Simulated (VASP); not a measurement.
Consider the following.

```
CELL_PARAMETERS angstrom
      0.00000     2.52353     2.52353
      2.52353     0.00000     2.52353
      2.52353     2.52353     0.00000
ATOMIC_POSITIONS crystal
  Hf 0.00000 0.00000 0.00000
  O  0.25000 0.25000 0.25000
  O  0.75000 0.75000 0.75000
```

Computed with PBE GGA, VASP's PBE PAW potentials (set 64) (plane waves; VASP 6.6.1). Settings: 600 eV cut-off, 8×8×8 Γ-centred mesh, Gaussian smearing of 0.050 eV, potentials Hf_pv O.

Problem. Predict the energy per atom (σ→0), pressure.

Solution. 
* **energy per atom (σ→0)**: -10.082 eV/atom
* **pressure**: 36.6 kbar

The absolute energy has meaning only against runs of the same code, potentials and settings.

The compound is HfO2 in the fluorite structure, the high-temperature cubic form, which is unstable at 0 K; the monoclinic form is the stable one. This cell was strained or had an atom moved on purpose.
